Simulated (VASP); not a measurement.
Input:

```
CELL_PARAMETERS angstrom
      0.00000     2.94407     2.94407
      2.94407     0.00000     2.94407
      2.94407     2.94407     0.00000
ATOMIC_POSITIONS crystal
  Al 0.25000 0.25000 0.25000
  Al 0.75000 0.75000 0.75000
  Pt 0.00000 0.00000 0.00000
```

All values below come from PBE GGA, VASP's PBE PAW potentials (set 64) (plane waves; VASP). Run with 300 eV cut-off, 8×8×8 Γ-centred mesh, Fermi-Dirac smearing of 0.14 eV, potentials Al Pt.

At this cut-off the stress carries a Pulay error, which pulls relaxed volumes low.

Problem. Give the stress tensor in GPa (positive for a compressed cell).

Solution. 
```
3.80  0.00  0.00
0.00  3.80  0.00
0.00  0.00  3.80
```
The pressure is its mean diagonal, 3.80 GPa.

The structure is a typed PtAl2 crystal. The cell was not relaxed at this level.
